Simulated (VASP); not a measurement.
Al3Si2F:

```
CELL_PARAMETERS angstrom
2.76696 -4.77685 0.00000
2.76696 4.77685 0.00000
-0.01954 0.00000 3.19862
ATOMIC_POSITIONS crystal
Al 0.50000 0.50000 0.50000
Al 0.00000 0.50000 0.50000
Al 0.50000 0.00000 0.50000
Si 0.66400 0.33600 0.00000
Si 0.33600 0.66400 0.00000
F 0.00000 0.00000 0.00000
```

The cell was built by a generator and needn't be a form met in nature.

```yaml
Program: VASP 6.6.1
Task: relaxation of cell and atoms
Functional: PBE
Potentials_or_basis: VASP PAW PBE potentials, release 64 (Al, Si, F)
Cutoff: 520 eV
k_mesh: 3 × 3 × 4
Occupations: gaussian, width 0.15 eV
Spin: no spin polarisation
```

At the start: pressure 41.7 GPa; volume 14.09 Å³/atom.

Task: Where does the relaxation end?

Result: Over 3 steps the energy falls by 544.0 meV/atom and the volume is 18.98 Å³/atom (+34.7 %); space group P6/mmm (No. 191, to 0.05 Å).

The path:
```tsv
step	energy change (eV)	largest force (eV/Å)	pressure (GPa)	volume (Å³)
1	0.0000	0.3737	41.74	84.55
2	-2.2666	0.0042	-10.65	137.54
3	-3.2640	0.0698	0.06	113.86
```

Final structure:
```
CELL_PARAMETERS angstrom
2.99075 -5.19289 0.00497
2.99075 5.19289 0.00497
-0.01538 0.00000 3.66565
ATOMIC_POSITIONS crystal
Al 0.50000 0.50000 0.50000
Al 0.00000 0.50000 0.50000
Al 0.50000 0.00000 0.50000
Si 0.66521 0.33479 0.00000
Si 0.33479 0.66521 0.00000
F 0.00000 0.00000 0.00000
```

Caveat: the k mesh is coarse (spacing up to 0.49 Å⁻¹), so the values aren't converged; the volume moved by over 15 % at a fixed basis, so the end points are rough.
